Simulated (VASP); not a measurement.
# TiC (Khamrabaevite): cell size against the level of theory

How close do the usual functionals, with and without dispersion, come to the cell of TiC (Khamrabaevite)? The levels: PBE, LDA, r2SCAN and PBE + D3(BJ). LASPH is on for some levels and off for others; the table marks which. The start is a cell from a database of measured crystal structures.

Calculated with VASP 6.6.1; PBE; plane waves and PAW (Ti_sv, C), in the first sound run; inputs show where later runs differ.

**What experiment says.**

“Tunable TiZrMoC Coatings: A Comprehensive Study of Microstructure, Mechanical Properties, and Wear Resistance” (2024, pmc:11728635) quotes from earlier work for TiC, rock-salt (B1) (bulk crystal): lattice constant a (cubic lattice parameter, PDF 071-0298) 4.328 Å [database card value; the paper also gives 4.317 Å from another card (PDF 089-3828)].

## (1) The structure

Before any relaxation, the start is as follows. The structure is cubic, space group Fm-3m (No. 225). The conventional cell has a = 4.328 Å, b = 4.328 Å, c = 4.328 Å, α = 90.00°, β = 90.00°, γ = 90.00°. Nearest to Ti lie 6 C at 2.16 Å. Nearest to C lie 6 Ti at 2.16 Å. Farther neighbours are not listed.

## (2) Relaxation with PBE

Properties are meant for the cell that this level of theory prefers, so cell and atoms are relaxed first (ISIF = 3) until forces and stress are small; EDIFFG sets the threshold. PBE, the usual starting point, adds the gradient of the density.

INCAR reads:

```
SYSTEM = TiC
PREC = Accurate
ENCUT = 560
EDIFF = 1E-06
NELM = 100
ISMEAR = -1
SIGMA = 0.05
LREAL = .FALSE.
ALGO = Normal
GGA = PE
NBANDS = 14
LORBIT = 11
LWAVE = .FALSE.
LCHARG = .FALSE.
KPAR = 2
IBRION = 2
NSW = 60
ISIF = 3
EDIFFG = -0.01
```

POSCAR reads:

```
TiC
1.0
    0.0000000000      2.1640000000      2.1640000000
    2.1640000000      0.0000000000      2.1640000000
    2.1640000000      2.1640000000      0.0000000000
Ti C
1 1
Direct
    0.0000000000      0.0000000000      0.0000000000
    0.5000000000      0.5000000000      0.5000000000
```

KPOINTS reads:

```
Automatic mesh
0
Gamma
9 9 9
0 0 0
```

The projector-augmented-wave data sets are Ti_sv and C (PBE family, release 64).

The run is started by

```bash
$ mpirun -np 2 vasp_std
```

Log:

```text
[banner, memory and clock lines left out]
running    2 mpi-ranks, on    1 nodes
 distrk:  each k-point on    1 cores,    2 groups
 distr:  one band on    1 cores,    1 groups

 POSCAR found type information on POSCAR TiC
 POSCAR found :  2 types and       2 ions
 LDA part: xc-table for (Slater+PW92), standard interpolation
 POSCAR, INCAR and KPOINTS ok, starting setup
 FFT: planning ... GRIDC
 FFT: planning ... GRID_SOFT
 FFT: planning ... GRID
 WAVECAR not read
 entering main loop
       N       E                     dE             d eps       ncg     rms          rms(c)
DAV:   1     0.122865180278E+03    0.12287E+03   -0.85821E+03   996   0.145E+03
DAV:   2    -0.149850162534E+02   -0.13785E+03   -0.12854E+03  1034   0.354E+02
DAV:   3    -0.238947773029E+02   -0.89098E+01   -0.86238E+01  1310   0.866E+01
DAV:   4    -0.243049550597E+02   -0.41018E+00   -0.40996E+00  1168   0.163E+01
DAV:   5    -0.243149269011E+02   -0.99718E-02   -0.99707E-02  1318   0.238E+00    0.183E+01
DAV:   6    -0.193611003754E+02    0.49538E+01   -0.13492E+01  1368   0.604E+01    0.706E+00
DAV:   7    -0.187500919138E+02    0.61101E+00   -0.24105E+00  1176   0.231E+01    0.504E+00
DAV:   8    -0.187238604854E+02    0.26231E-01   -0.11177E-01  1088   0.376E+00    0.356E+00
DAV:   9    -0.187107896525E+02    0.13071E-01   -0.12241E-01  1228   0.491E+00    0.708E-01
DAV:  10    -0.187102781458E+02    0.51151E-03   -0.13351E-02  1268   0.141E+00    0.679E-01
DAV:  11    -0.187079676140E+02    0.23105E-02   -0.35302E-03  1070   0.890E-01    0.276E-01
DAV:  12    -0.187077140163E+02    0.25360E-03   -0.56832E-04  1246   0.345E-01    0.471E-02
DAV:  13    -0.187077075762E+02    0.64401E-05   -0.72290E-05  1112   0.881E-02    0.128E-02
DAV:  14    -0.187077061600E+02    0.14162E-05   -0.33072E-06  1184   0.287E-02    0.306E-03
DAV:  15    -0.187077062042E+02   -0.44184E-07   -0.25002E-07   622   0.626E-03
   1 F= -.18707706E+02 E0= -.18706472E+02  d E =-.187077E+02
 curvature:   0.00 expect dE= 0.000E+00 dE for cont linesearch  0.000E+00
 trial: gam= 0.00000 g(F)=  0.377E-62 g(S)=  0.134E-02 ort = 0.000E+00 (trialstep = 0.100E+01)
 search vector abs. value=  0.134E-02
 bond charge predicted
       N       E                     dE             d eps       ncg     rms          rms(c)
DAV:   1    -0.187248619874E+02   -0.17156E-01   -0.33971E-01  1160   0.869E+00    0.131E+00
DAV:   2    -0.187116789551E+02    0.13183E-01   -0.56100E-02  1152   0.411E+00    0.457E-01
DAV:   3    -0.187071467901E+02    0.45322E-02   -0.77509E-03  1330   0.127E+00    0.163E-01
DAV:   4    -0.187071327070E+02    0.14083E-04   -0.38773E-03  1286   0.592E-01    0.843E-02
DAV:   5    -0.187073618486E+02   -0.22914E-03   -0.24633E-04  1144   0.146E-01    0.396E-02
DAV:   6    -0.187074983559E+02   -0.13651E-03   -0.25518E-04  1472   0.737E-02    0.255E-02
DAV:   7    -0.187075157832E+02   -0.17427E-04   -0.14264E-05  1060   0.338E-02    0.134E-02
DAV:   8    -0.187075177399E+02   -0.19567E-05   -0.13689E-05  1316   0.300E-02    0.435E-03
DAV:   9    -0.187075180253E+02   -0.28541E-06   -0.99010E-07   728   0.842E-03
   2 F= -.18707518E+02 E0= -.18706292E+02  d E =0.188179E-03
 trial-energy change:    0.000188  1 .order    0.000176   -0.001343    0.001696
 step:   0.4362(harm=  0.4420)  dis= 0.00000  next Energy=   -18.707998 (dE=-0.292E-03)
 bond charge predicted
       N       E                     dE             d eps       ncg     rms          rms(c)
DAV:   1    -0.187134161913E+02   -0.58985E-02   -0.10762E-01  1160   0.486E+00    0.724E-01
DAV:   2    -0.187091396220E+02    0.42766E-02   -0.16180E-02  1160   0.224E+00    0.244E-01
DAV:   3    -0.187078944945E+02    0.12451E-02   -0.23397E-03  1320   0.676E-01    0.940E-02
DAV:   4    -0.187078746638E+02    0.19831E-04   -0.12387E-03  1298   0.346E-01    0.489E-02
DAV:   5    -0.187079519073E+02   -0.77243E-04   -0.86792E-05  1130   0.939E-02    0.187E-02
DAV:   6    -0.187079913590E+02   -0.39452E-04   -0.69155E-05  1484   0.368E-02    0.133E-02
DAV:   7    -0.187079970714E+02   -0.57124E-05   -0.30374E-06  1034   0.170E-02    0.713E-03
DAV:   8    -0.187079993229E+02   -0.22515E-05   -0.62244E-06  1274   0.200E-02    0.316E-03
DAV:   9    -0.187079992094E+02    0.11358E-06   -0.58612E-07   660   0.609E-03
   3 F= -.18707999E+02 E0= -.18706769E+02  d E =-.293005E-03
 curvature:  -0.22 expect dE=-0.134E-08 dE for cont linesearch -0.134E-08
 trial: gam= 0.00000 g(F)=  0.109E-64 g(S)=  0.608E-08 ort =-0.286E-05 (trialstep = 0.887E+00)
 search vector abs. value=  0.618E-08
 reached required accuracy - stopping structural energy minimisation
```

Elapsed: 5.6 s, on 2 MPI ranks of Intel Xeon 6975P-C (Granite Rapids), shared host; peak memory 0.27 GiB.

The logs omit lines about the potential files and the build; timing stands in the text.

OUTCAR, selected parts (step 2):

```text
ion  position               nearest neighbor table
   1  0.000  0.000  0.000-   2 2.16   2 2.16   2 2.16   2 2.16   2 2.16   2 2.16
   2  0.500  0.500  0.500-   1 2.16   1 2.16   1 2.16   1 2.16   1 2.16   1 2.16

  LATTYP: Found a face centered cubic cell.
 ALAT       =     4.3280000000

 Subroutine GETGRP returns: Found 48 space group operations
 (whereof 48 operations were pure point group operations)

The static configuration has the point symmetry O_h .

 Found     35 irreducible k-points:

   k-points           NKPTS =     35   k-points in BZ     NKDIM =     35   number of bands    NBANDS=     14

   dimension x,y,z NGX =    24 NGY =   24 NGZ =   24
   dimension x,y,z NGXF=    48 NGYF=   48 NGZF=   48

   ENCUT  =  560.0 eV  41.16 Ry    6.42 a.u.   5.91  5.91  5.91*2*pi/ulx,y,z

   NELECT =      16.0000    total number of electrons

 k-points in reciprocal lattice and weights: Automatic mesh
   0.00000000  0.00000000  0.00000000       0.001
   0.11111111  0.00000000  0.00000000       0.011
   0.22222222  0.00000000  0.00000000       0.011
   0.33333333  0.00000000  0.00000000       0.011
   0.44444444  0.00000000  0.00000000       0.011
   0.11111111  0.11111111  0.00000000       0.008
   0.22222222  0.11111111  0.00000000       0.033
   0.33333333  0.11111111  0.00000000       0.033
   0.44444444  0.11111111  0.00000000       0.033
[...]
-0.33333333  0.44444444  0.11111111       0.033
  -0.33333333  0.44444444  0.22222222       0.033

 average (electrostatic) potential at core
       1 -71.2133       2 -44.4361

 E-fermi :   9.3740

 k-point     1 :       0.0000    0.0000    0.0000
  band No.  band energies     occupation
      1     -47.2083      2.00000
      2     -23.2334      2.00000
      3     -23.2334      2.00000
      4     -23.2334      2.00000
      5      -2.9962      2.00000
      6      10.0783      0.00000
      7      10.0783      0.00000
      8      10.0783      0.00000
      9      11.0676      0.00000
     10      11.0676      0.00000
    ...

 k-point     2 :       0.1111    0.0000    0.0000
  band No.  band energies     occupation
    ...
      4     -23.2390      2.00000
      5      -2.7205      2.00000
      6       8.9747      1.99932
      7       9.2865      1.70426
      8       9.2865      1.70426
      9      10.4492      0.00000
     10      10.4492      0.00000
     11      11.5617      0.00000
     12      12.9097      0.00000
     13      12.9097      0.00000
    ...

 k-point     3 :       0.2222    0.0000    0.0000
  band No.  band energies     occupation
    ...
      4     -23.2532      2.00000
      5      -1.9467      2.00000
      6       7.1397      2.00000
      7       7.9748      2.00000
      8       7.9748      2.00000
      9      10.9736      0.00000
     10      10.9736      0.00000
     11      12.0733      0.00000
     12      14.7758      0.00000
     13      14.7758      0.00000
    ...

  Total       -0.0002899     -0.0002899     -0.0002899      0.0000000      0.0000000     -0.0000000
  in kB       -0.0228171     -0.0228171     -0.0228171      0.0000000      0.0000000     -0.0000000
  external PRESSURE =      -0.0228171 kB  Pullay stress =       0.0000000 kB

  energy-cutoff  :      560.00
  volume of cell :       20.35
      direct lattice vectors                 reciprocal lattice vectors
    -0.000000000  2.167102495  2.167102495    -0.230722821  0.230722821  0.230722821
     2.167102495 -0.000000000  2.167102495     0.230722821 -0.230722821  0.230722821
     2.167102495  2.167102495  0.000000000     0.230722821  0.230722821 -0.230722821

 POSITION                                       TOTAL-FORCE (eV/Angst)
 -----------------------------------------------------------------------------------
      0.00000      0.00000      0.00000         0.000000      0.000000      0.000000
      2.16710      2.16710      2.16710         0.000000      0.000000     -0.000000
 -----------------------------------------------------------------------------------
    total drift:                                0.000000     -0.000000     -0.000000

  FREE ENERGIE OF THE ION-ELECTRON SYSTEM (eV)
  ---------------------------------------------------
  free  energy   TOTEN  =       -18.7079992094 eV

  energy  without entropy=      -18.7055379563  energy(sigma->0) =      -18.70676858

 reached required accuracy - stopping structural energy minimisation

 total charge
# of ion       s       p       d       tot
------------------------------------------
    1        2.198   6.246   1.948  10.392
    2        0.895   1.504   0.000   2.399
--------------------------------------------------
tot          3.093   7.750   1.948  12.791

[... 3 further parts left out ...]
```

The k-mesh is coarse for a metal. The run keeps the 48 symmetry operations of its start, so it cannot find a distortion of lower symmetry.

Step by step:

| step | energy less that of the first step (eV) | largest force (eV/Å) | pressure (GPa) | volume (Å³) |
| --- | --- | --- | --- | --- |
| 1 | 0.0000 | 0.0000 | 1.08 | 20.27 |
| 2 | 0.0002 | 0.0000 | -1.35 | 20.47 |
| 3 | -0.0003 | 0.0000 | 0.00 | 20.35 |

| conventional cell, symmetrised | before | after | change |
| --- | --- | --- | --- |
| a (Å) | 4.328 | 4.334 | +0.1 % |
| b (Å) | 4.328 | 4.334 | +0.1 % |
| c (Å) | 4.328 | 4.334 | +0.1 % |
| volume (Å³/atom) | 10.13 | 10.18 | +0.4 % |

Final coordinates:

```cif
data_structure
_symmetry_space_group_name_H-M 'P 1'
_symmetry_Int_Tables_number 1
_cell_length_a 3.0647
_cell_length_b 3.0647
_cell_length_c 3.0647
_cell_angle_alpha 60.000
_cell_angle_beta 60.000
_cell_angle_gamma 60.000
_cell_volume 20.35
loop_
_atom_site_label
_atom_site_type_symbol
_atom_site_fract_x
_atom_site_fract_y
_atom_site_fract_z
_atom_site_occupancy
Ti1 Ti 0.00000 0.00000 0.00000 1
C2 C 0.50000 0.50000 0.50000 1
```

This step gave:

* electrons: 16
* bands: 14
* irreducible k-points: 35
* symmetry operations: 48
* free energy (TOTEN): -18.71 eV
* energy at zero smearing: -18.71 eV
* Fermi energy: 9.374 eV
* pressure: -0.002282 GPa
* metallic: yes
* SCF cycles over all ionic steps: 33

It ends with forces that vanish by symmetry and a pressure of 0.00 GPa. The volume lies +0.4 % from that of the database's start. The conventional cell has a = 4.334 Å.

(Continued in part 2 of 3.)

[Lines on the potential files, build, host, timing and source positions are cut from VASP's logs without a mark.]

[Logs are printed without paths, hosts, clocks, repeated set-up lines and the standing remarks that a program may print on its own settings, such as how far it seeks lower states.]

[Hosts, paths, dates, database ids (printed as entryN), source tags and the programs' standing remarks are cut or masked in the printed files.]

[A measured line is paired with the nearest computed mode of its activity, which favours agreement.]
